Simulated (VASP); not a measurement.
**Ti5Si3: structure and properties in VASP**

Wanted: the relaxed cell of Ti5Si3 and its properties. The steps: full relaxation (LDA), second relaxation, density, ELF and potential (LDA), band structure (LDA), total and projected DOS (LDA), core-level energies (LDA) and field gradients at the nuclei (LDA). The start is a cell from a database of measured crystal structures.

Program: VASP 6.6.1. Level of theory: LDA; plane waves and PAW (Ti_sv, Si). Results are calculated unless marked as measured.

## 1. The structure

Before any relaxation, the start is as follows. Symmetry: P6_3/mcm, No. 193, hexagonal system. Conventional cell: a = 7.465 Å, b = 7.465 Å, c = 5.162 Å, α = 90.00°, β = 90.00°, γ = 120.00°. Nearest to Ti lie 2 Ti at 2.58 Å and 6 Si at 2.62 Å. Ti has 5 Si at 2.60 to 2.88 Å nearest. Si has 9 Ti at 2.60 to 2.88 Å nearest. Farther neighbours are not listed.

Coordinates:

```cif
data_structure
_symmetry_space_group_name_H-M 'P 1'
_symmetry_Int_Tables_number 1
_cell_length_a 7.4650
_cell_length_b 7.4650
_cell_length_c 5.1620
_cell_angle_alpha 90.000
_cell_angle_beta 90.000
_cell_angle_gamma 120.000
_cell_volume 249.12
loop_
_atom_site_label
_atom_site_type_symbol
_atom_site_fract_x
_atom_site_fract_y
_atom_site_fract_z
_atom_site_occupancy
Ti1 Ti 0.33333 0.66667 0.00000 1
Ti2 Ti 0.66667 0.33333 0.50000 1
Ti3 Ti 0.66667 0.33333 0.00000 1
Ti4 Ti 0.33333 0.66667 0.50000 1
Ti5 Ti 0.23000 0.00000 0.25000 1
Ti6 Ti 0.23000 0.23000 0.75000 1
Ti7 Ti 0.00000 0.23000 0.25000 1
Ti8 Ti 0.77000 0.00000 0.75000 1
Ti9 Ti 0.77000 0.77000 0.25000 1
Ti10 Ti 0.00000 0.77000 0.75000 1
Si11 Si 0.60000 0.00000 0.25000 1
Si12 Si 0.60000 0.60000 0.75000 1
Si13 Si 0.00000 0.60000 0.25000 1
Si14 Si 0.40000 0.00000 0.75000 1
Si15 Si 0.40000 0.40000 0.25000 1
Si16 Si 0.00000 0.40000 0.75000 1
```

## 2. Full relaxation (LDA)

Properties are meant for the cell that this level of theory prefers, so cell and atoms are relaxed first (ISIF = 3) until forces and stress are small; EDIFFG sets the threshold. LDA, the lowest rung, knows the local density alone.

Contents of INCAR:

```
SYSTEM = Ti5Si3
PREC = Accurate
ENCUT = 400
EDIFF = 1E-06
NELM = 100
ISMEAR = 1
SIGMA = 0.2
LREAL = .FALSE.
ALGO = Normal
GGA = CA
NBANDS = 89
LASPH = .TRUE.
LORBIT = 11
LWAVE = .FALSE.
LCHARG = .FALSE.
KPAR = 8
IBRION = 2
NSW = 60
ISIF = 3
EDIFFG = -0.01
```

Contents of POSCAR:

```
Ti5Si3
1.0
    7.4650000000      0.0000000000      0.0000000000
   -3.7325000000      6.4648796393      0.0000000000
    0.0000000000      0.0000000000      5.1620000000
Ti Si
10 6
Direct
    0.3333333333      0.6666666667      0.0000000000
    0.6666666667      0.3333333333      0.5000000000
    0.6666666667      0.3333333333      0.0000000000
    0.3333333333      0.6666666667      0.5000000000
    0.2300000000      0.0000000000      0.2500000000
    0.2300000000      0.2300000000      0.7500000000
    0.0000000000      0.2300000000      0.2500000000
    0.7700000000      0.0000000000      0.7500000000
    0.7700000000      0.7700000000      0.2500000000
    0.0000000000      0.7700000000      0.7500000000
    0.6000000000      0.0000000000      0.2500000000
    0.6000000000      0.6000000000      0.7500000000
    0.0000000000      0.6000000000      0.2500000000
    0.4000000000      0.0000000000      0.7500000000
    0.4000000000      0.4000000000      0.2500000000
    0.0000000000      0.4000000000      0.7500000000
```

Contents of KPOINTS:

```
Automatic mesh
0
Gamma
4 4 5
0 0 0
```

PAW data sets: Ti_sv and Si (LDA family, release 64).

Launch:

```
$ mpirun -np 8 vasp_std
```

The log of the run:

```text
[banner, memory and clock lines left out]
running    8 mpi-ranks, on    1 nodes
 distrk:  each k-point on    1 cores,    8 groups
 distr:  one band on    1 cores,    1 groups

 POSCAR found type information on POSCAR TiSi
 POSCAR found :  2 types and      16 ions
|                                                                             |
|           W    W    AA    RRRRR   N    N  II  N    N   GGGG   !!!           |
|           W    W   A  A   R    R  NN   N  II  NN   N  G    G  !!!           |
|           W    W  A    A  R    R  N N  N  II  N N  N  G       !!!           |
|           W WW W  AAAAAA  RRRRR   N  N N  II  N  N N  G  GGG   !            |
|           WW  WW  A    A  R   R   N   NN  II  N   NN  G    G                |
|           W    W  A    A  R    R  N    N  II  N    N   GGGG   !!!           |
|                                                                             |
|     For optimal performance we recommend to set                             |
|       NCORE = 2 up to number-of-cores-per-socket                            |
|     NCORE specifies how many cores store one orbital (NPAR=cpu/NCORE).      |
|     This setting can greatly improve the performance of VASP for DFT.       |
|     The default, NCORE=1 might be grossly inefficient on modern             |
|     multi-core architectures or massively parallel machines. Do your        |
|     Unfortunately you need to use the default for GW and RPA                |
|     calculations (for HF NCORE is supported but not extensively tested      |
|     yet).                                                                   |
|                                                                             |

 LDA part: xc-table for (Slater(with rela. corr.)+CA(PZ))
 , standard interpolation
 POSCAR, INCAR and KPOINTS ok, starting setup
 FFT: planning ... GRIDC
 FFT: planning ... GRID_SOFT
 FFT: planning ... GRID
 WAVECAR not read
 entering main loop
       N       E                     dE             d eps       ncg     rms          rms(c)
DAV:   1     0.177697492222E+04    0.17770E+04   -0.59179E+04  2176   0.159E+03
DAV:   2     0.120146479829E+03   -0.16568E+04   -0.16114E+04  2136   0.538E+02
DAV:   3    -0.118340929020E+03   -0.23849E+03   -0.22859E+03  3172   0.180E+02
DAV:   4    -0.150633414717E+03   -0.32292E+02   -0.31938E+02  3160   0.570E+01
DAV:   5    -0.153131962110E+03   -0.24985E+01   -0.24943E+01  3304   0.137E+01    0.345E+01
DAV:   6    -0.138089196528E+03    0.15043E+02   -0.15208E+02  3024   0.513E+01    0.185E+01
DAV:   7    -0.140548027168E+03   -0.24588E+01   -0.10178E+02  3069   0.325E+01    0.215E+01
DAV:   8    -0.133721052164E+03    0.68270E+01   -0.39459E+01  2959   0.204E+01    0.643E+00
DAV:   9    -0.133560771552E+03    0.16028E+00   -0.44480E+00  3024   0.641E+00    0.287E+00
DAV:  10    -0.133562847823E+03   -0.20763E-02   -0.41273E-01  3048   0.282E+00    0.149E+00
DAV:  11    -0.133574775729E+03   -0.11928E-01   -0.10791E-01  2856   0.122E+00    0.601E-01
DAV:  12    -0.133570181525E+03    0.45942E-02   -0.46005E-02  2896   0.837E-01    0.235E-01
DAV:  13    -0.133570543149E+03   -0.36162E-03   -0.18233E-03  2912   0.189E-01    0.674E-02
DAV:  14    -0.133570486912E+03    0.56237E-04   -0.78405E-04  3040   0.120E-01    0.313E-02
DAV:  15    -0.133570476070E+03    0.10843E-04   -0.10192E-04  3000   0.445E-02    0.968E-03
DAV:  16    -0.133570474686E+03    0.13843E-05   -0.75639E-06  2560   0.142E-02    0.537E-03
DAV:  17    -0.133570474580E+03    0.10505E-06   -0.97626E-07  1488   0.486E-03
   1 F= -.13357047E+03 E0= -.13357411E+03  d E =-.133570E+03
 curvature:   0.00 expect dE= 0.000E+00 dE for cont linesearch  0.000E+00
 trial: gam= 0.00000 g(F)=  0.403E+00 g(S)=  0.207E+01 ort = 0.000E+00 (trialstep = 0.100E+01)
 search vector abs. value=  0.248E+01
 bond charge predicted
       N       E                     dE             d eps       ncg     rms          rms(c)
DAV:   1    -0.159027440556E+03   -0.25457E+02   -0.80795E+02  2592   0.205E+02    0.443E+01
DAV:   2    -0.135950365085E+03    0.23077E+02   -0.17555E+02  2608   0.737E+01    0.167E+01
DAV:   3    -0.133104455964E+03    0.28459E+01   -0.27027E+01  2836   0.205E+01    0.593E+00
DAV:   4    -0.133495621812E+03   -0.39117E+00   -0.11403E+01  3055   0.127E+01    0.263E+00
DAV:   5    -0.133435384374E+03    0.60237E-01   -0.88515E-01  3066   0.462E+00    0.118E+00
DAV:   6    -0.133555668620E+03   -0.12028E+00   -0.65903E-01  2889   0.323E+00    0.181E+00
DAV:   7    -0.133705905060E+03   -0.15024E+00   -0.19072E-01  3446   0.144E+00    0.140E+00
DAV:   8    -0.133808242014E+03   -0.10234E+00   -0.22876E-01  2856   0.182E+00    0.446E-01
DAV:   9    -0.133811484552E+03   -0.32425E-02   -0.49460E-02  3174   0.745E-01    0.129E-01
DAV:  10    -0.133812737928E+03   -0.12534E-02   -0.80118E-03  2936   0.304E-01    0.163E-01
DAV:  11    -0.133812496272E+03    0.24166E-03   -0.23658E-03  3077   0.211E-01    0.479E-02
DAV:  12    -0.133812515098E+03   -0.18826E-04   -0.41769E-04  3328   0.559E-02    0.334E-02
DAV:  13    -0.133812525845E+03   -0.10747E-04   -0.23537E-05  2911   0.235E-02    0.216E-02
DAV:  14    -0.133812526850E+03   -0.10051E-05   -0.17919E-06  1712   0.653E-03    0.165E-02
DAV:  15    -0.133812527489E+03   -0.63870E-06   -0.54636E-06  2285   0.992E-03
   2 F= -.13381253E+03 E0= -.13382062E+03  d E =-.242053E+00
[... from here on, the cycles between the ionic steps are left out ...]
   3 F= -.13430419E+03 E0= -.13431201E+03  d E =-.733718E+00
   4 F= -.13452860E+03 E0= -.13453867E+03  d E =-.224408E+00
   5 F= -.13457004E+03 E0= -.13457985E+03  d E =-.265849E+00
   6 F= -.13464015E+03 E0= -.13465190E+03  d E =-.701071E-01
   7 F= -.13464332E+03 E0= -.13465552E+03  d E =-.732784E-01
   8 F= -.13464921E+03 E0= -.13466129E+03  d E =-.589097E-02
   9 F= -.13465332E+03 E0= -.13466545E+03  d E =-.999828E-02
  10 F= -.13465687E+03 E0= -.13466862E+03  d E =-.355231E-02
  11 F= -.13465693E+03 E0= -.13466862E+03  d E =-.361629E-02
  12 F= -.13465693E+03 E0= -.13466862E+03  d E =-.361641E-02
 curvature:  -0.79 expect dE=-0.165E-03 dE for cont linesearch -0.395E-08
 trial: gam= 0.01068 g(F)=  0.336E-04 g(S)=  0.174E-03 ort = 0.663E-05 (trialstep = 0.103E+01)
 search vector abs. value=  0.209E-03
 bond charge predicted
       N       E                     dE             d eps       ncg     rms          rms(c)
DAV:   1    -0.134658817317E+03   -0.18819E-02   -0.64631E-02  2817   0.188E+00    0.376E-01
DAV:   2    -0.134657205942E+03    0.16114E-02   -0.16279E-02  2642   0.668E-01    0.144E-01
DAV:   3    -0.134657081381E+03    0.12456E-03   -0.23751E-03  3159   0.257E-01    0.941E-02
DAV:   4    -0.134656947219E+03    0.13416E-03   -0.14414E-03  2951   0.211E-01    0.411E-02
DAV:   5    -0.134656943351E+03    0.38677E-05   -0.29293E-04  3338   0.747E-02    0.140E-02
DAV:   6    -0.134656959501E+03   -0.16150E-04   -0.49160E-05  3013   0.200E-02    0.157E-02
DAV:   7    -0.134656973291E+03   -0.13790E-04   -0.21071E-05  2775   0.114E-02    0.776E-03
DAV:   8    -0.134656977068E+03   -0.37771E-05   -0.90330E-06  2658   0.899E-03    0.257E-03
DAV:   9    -0.134656977265E+03   -0.19677E-06   -0.73426E-07  1250   0.389E-03
  13 F= -.13465698E+03 E0= -.13466875E+03  d E =-.426111E-04
 trial-energy change:   -0.000043  1 .order   -0.000045   -0.000213    0.000124
 step:   0.6486(harm=  0.6486)  dis= 0.00035  next Energy=  -134.657002 (dE=-0.674E-04)
 reached required accuracy - stopping structural energy minimisation
```

Wall time 5.2 min (8 MPI ranks of Intel Xeon 6975P-C (Granite Rapids), shared host); peak memory 2.6 GiB.

The logs omit lines about the potential files and the build; timing stands in the text.

OUTCAR, selected parts (step 2):

```text
ion  position               nearest neighbor table
   1  0.333  0.667  0.000-   4 2.58   4 2.58  13 2.62  14 2.62  16 2.62  11 2.62  12 2.62  15 2.62

  LATTYP: Found a hexagonal cell.
 ALAT       =     7.4650000000
 C/A-ratio  =     0.6914936370

 Subroutine GETGRP returns: Found 24 space group operations
 (whereof 12 operations were pure point group operations)

The static configuration has the point symmetry D_3d.
 The point group associated with its full space group is D_6h.

 Found     12 irreducible k-points:

   k-points           NKPTS =     12   k-points in BZ     NKDIM =     12   number of bands    NBANDS=     89

   dimension x,y,z NGX =    50 NGY =   50 NGZ =   36
   dimension x,y,z NGXF=   100 NGYF=  100 NGZF=   72

   ENCUT  =  400.0 eV  29.40 Ry    5.42 a.u.  12.17 12.17  8.42*2*pi/ulx,y,z

   NELECT =     144.0000    total number of electrons

 k-points in reciprocal lattice and weights: Automatic mesh
   0.00000000  0.00000000  0.00000000       0.013
   0.25000000 -0.00000000  0.00000000       0.075
   0.50000000 -0.00000000  0.00000000       0.038
   0.25000000  0.25000000  0.00000000       0.075
   0.00000000  0.00000000  0.20000000       0.025
   0.25000000 -0.00000000  0.20000000       0.150
   0.50000000 -0.00000000  0.20000000       0.075
   0.25000000  0.25000000  0.20000000       0.150
   0.00000000  0.00000000  0.40000000       0.025
   0.25000000 -0.00000000  0.40000000       0.150
   0.50000000 -0.00000000  0.40000000       0.075
   0.25000000  0.25000000  0.40000000       0.150

 average (electrostatic) potential at core
       1 -70.4767       2 -70.4767       3 -70.4767       4 -70.4767       5 -71.1344
       6 -71.1344       7 -71.1344       8 -71.1344       9 -71.1344      10 -71.1344
      11 -80.4827      12 -80.4827      13 -80.4827      14 -80.4827      15 -80.4827
      16 -80.4827

 E-fermi :   9.5353

 k-point     1 :       0.0000    0.0000    0.0000
  band No.  band energies     occupation
    ...
     68       8.5902      2.00000
     69       8.7749      2.00000
     70       8.8803      2.00004
     71       8.8803      2.00004
     72       9.0007      2.00103
     73       9.7325     -0.04716
     74       9.7325     -0.04716
     75      10.0247     -0.00292
     76      10.0247     -0.00292
     77      10.1587     -0.00010
    ...

 k-point     2 :       0.2500   -0.0000    0.0000
  band No.  band energies     occupation
    ...
     69       8.5941      2.00000
     70       8.7455      2.00000
     71       8.9597      2.00036
     72       8.9732      2.00052
     73       9.5645      0.75612
     74       9.9015     -0.02654
     75       9.9128     -0.02260
     76      10.0892     -0.00064
     77      10.1201     -0.00028
     78      10.3304     -0.00000
    ...

 k-point     3 :       0.5000   -0.0000    0.0000
  band No.  band energies     occupation
    ...
     69       8.8730      2.00003
     70       8.9010      2.00007
     71       8.9448      2.00024
     72       9.1986      2.03854
     73       9.3005      2.07007
     74       9.6511      0.17953
     75      10.0199     -0.00325
     76      10.1405     -0.00016
     77      10.1646     -0.00008
     78      10.2149     -0.00002
    ...

  Total       -0.1406405     -0.1406405     -0.1287839      0.0000000      0.0000000      0.0000000
  in kB       -0.9617224     -0.9617224     -0.8806451      0.0000000      0.0000000      0.0000000
  external PRESSURE =      -0.9346966 kB  Pullay stress =       0.0000000 kB

  energy-cutoff  :      400.00
  volume of cell :      234.30
      direct lattice vectors                 reciprocal lattice vectors
     7.346738662 -0.000000000 -0.000000000     0.136114819  0.078585927 -0.000000000
    -3.673369331  6.362462316  0.000000000     0.000000000  0.157171854 -0.000000000
     0.000000000  0.000000000  5.012466844     0.000000000 -0.000000000  0.199502567

 POSITION                                       TOTAL-FORCE (eV/Angst)
 -----------------------------------------------------------------------------------
     -0.00000      4.24164      0.00000        -0.000000     -0.000000      0.000000
      3.67337      2.12082      2.50623        -0.000000     -0.000000      0.000000
      3.67337      2.12082     -0.00000        -0.000000     -0.000000      0.000000
     -0.00000      4.24164      2.50623        -0.000000     -0.000000      0.000000
      1.83136     -0.00000      1.25312         0.009921     -0.000000     -0.000000
      0.91568      1.58601      3.75935         0.004961      0.008592     -0.000000
      6.43106      1.58601      1.25312        -0.004961      0.008592      0.000000
      5.51538     -0.00000      3.75935        -0.009921     -0.000000      0.000000
      2.75769      4.77646      1.25312        -0.004961     -0.008592      0.000000
     -2.75769      4.77646      3.75935         0.004961     -0.008592     -0.000000
      4.46483     -0.00000      1.25312         0.002855     -0.000000     -0.000000
      2.23242      3.86666      3.75935         0.001427      0.002472     -0.000000
      5.11432      3.86666      1.25312        -0.001427      0.002472      0.000000
      2.88191      0.00000      3.75935        -0.002855     -0.000000      0.000000
      1.44095      2.49580      1.25312        -0.001427     -0.002472      0.000000
     -1.44095      2.49580      3.75935         0.001427     -0.002472     -0.000000
 -----------------------------------------------------------------------------------
    total drift:                                0.000000     -0.000000      0.000000

  FREE ENERGIE OF THE ION-ELECTRON SYSTEM (eV)
  ---------------------------------------------------
  free  energy   TOTEN  =      -134.6569772651 eV

  energy  without entropy=     -134.6922866724  energy(sigma->0) =     -134.66874707

 reached required accuracy - stopping structural energy minimisation

 total charge
# of ion       s       p       d       tot
------------------------------------------
    1        2.219   6.193   2.116  10.528
    2        2.219   6.193   2.116  10.528
    3        2.219   6.193   2.116  10.528
    4        2.219   6.193   2.116  10.528
    5        2.191   6.156   1.935  10.282
    6        2.191   6.156   1.935  10.282
    7        2.191   6.156   1.935  10.282
    8        2.191   6.156   1.935  10.282
    9        2.191   6.156   1.935  10.282
   10        2.191   6.156   1.935  10.282
   11        0.771   0.997   0.000   1.768
   12        0.771   0.997   0.000   1.768
   13        0.771   0.997   0.000   1.768
   14        0.771   0.997   0.000   1.768
   15        0.771   0.997   0.000   1.768
   16        0.771   0.997   0.000   1.768
--------------------------------------------------
tot         26.648  67.691  20.073 114.412

[... 3 further parts left out ...]
```

The k-mesh is coarse for a metal. The run keeps the 24 symmetry operations of its start, so it cannot find a distortion of lower symmetry.

The steps of the relaxation:

```
step  energy less that of the first step (eV)  largest force (eV/Å)  pressure (GPa)  volume (Å³)
   1                                   0.0000                1.1638           -9.66       249.12
   2                                  -0.2421                0.5628           13.56       216.78
   3                                  -0.7337                0.9266            1.62       230.50
   4                                  -0.9581                0.4388            1.02       231.42
   5                                  -0.9996                0.2982            0.81       231.99
   6                                  -1.0697                0.1877           -0.74       234.80
   7                                  -1.0728                0.1599           -1.06       235.50
   8                                  -1.0787                0.0330            1.04       232.80
   9                                  -1.0828                0.0834            0.25       233.85
  10                                  -1.0864                0.0113            0.11       234.00
  11                                  -1.0865                0.0105            0.09       234.03
  12                                  -1.0865                0.0108            0.09       234.02
  13                                  -1.0865                0.0099           -0.09       234.30
```

```
conventional cell, symmetrised  before  after  change
                         a (Å)   7.465  7.347  -1.6 %
                         b (Å)   7.465  7.347  -1.6 %
                         c (Å)   5.162  5.012  -2.9 %
              volume (Å³/atom)   15.57  14.64  -5.9 %
```

The atoms that moved most (Å, as changes of fractional coordinates times the final cell):

```
atom      dx      dy     dz  length
Ti10   0.071  -0.123  0.000   0.142
 Ti9  -0.071  -0.123  0.000   0.142
 Ti7  -0.071   0.123  0.000   0.142
 Ti6   0.071   0.123  0.000   0.142
 Ti8  -0.142   0.000  0.000   0.142
 Ti5   0.142   0.000  0.000   0.142
Si16   0.028  -0.049  0.000   0.057
Si15  -0.028  -0.049  0.000   0.057
```

Final coordinates:

```xyz
16
Lattice="7.3467 0.0000 0.0000 -3.6734 6.3625 0.0000 0.0000 0.0000 5.0125" Properties=species:S:1:pos:R:3 pbc="T T T"
Ti    0.0000    4.2416    0.0000
Ti    3.6734    2.1208    2.5062
Ti    3.6734    2.1208    0.0000
Ti    0.0000    4.2416    2.5062
Ti    1.8314    0.0000    1.2531
Ti    0.9157    1.5860    3.7594
Ti   -0.9157    1.5860    1.2531
Ti    5.5154    0.0000    3.7594
Ti    2.7577    4.7765    1.2531
Ti   -2.7577    4.7765    3.7594
Si    4.4648    0.0000    1.2531
Si    2.2324    3.8667    3.7594
Si   -2.2324    3.8667    1.2531
Si    2.8819    0.0000    3.7594
Si    1.4410    2.4958    1.2531
Si   -1.4410    2.4958    3.7594
```

Numbers from this step:

| Quantity | Value |
| --- | --- |
| electrons | 144 |
| bands | 89 |
| irreducible k-points | 12 |
| symmetry operations | 24 |
| free energy (TOTEN) | -134.6570 eV |
| energy at zero smearing | -134.6687 eV |
| Fermi energy | 9.535 eV |
| pressure | -0.09347 GPa |
| metallic | yes |
| SCF cycles over all ionic steps | 129 |

It ends with a largest force of 0.010 eV/Å and a pressure of -0.09 GPa. The volume lies -5.9 % from that of the database's start, which holds the thermal and zero-point expansion of its experiment. LDA is known to overbind.

(Continued in part 2 of 6.)

[Lines on the potential files, build, host, timing and source positions are cut from VASP's logs without a mark.]

[Logs are printed without paths, hosts, clocks, repeated set-up lines and the standing remarks that a program may print on its own settings, such as how far it seeks lower states.]

[Hosts, paths, dates, database ids (printed as entryN), source tags and the programs' standing remarks are cut or masked in the printed files.]

[A measured line is paired with the nearest computed mode of its activity, which favours agreement.]

[In band tables of VASP the shares of atoms and orbitals are scaled to a sum of 1 inside the atoms' spheres.]
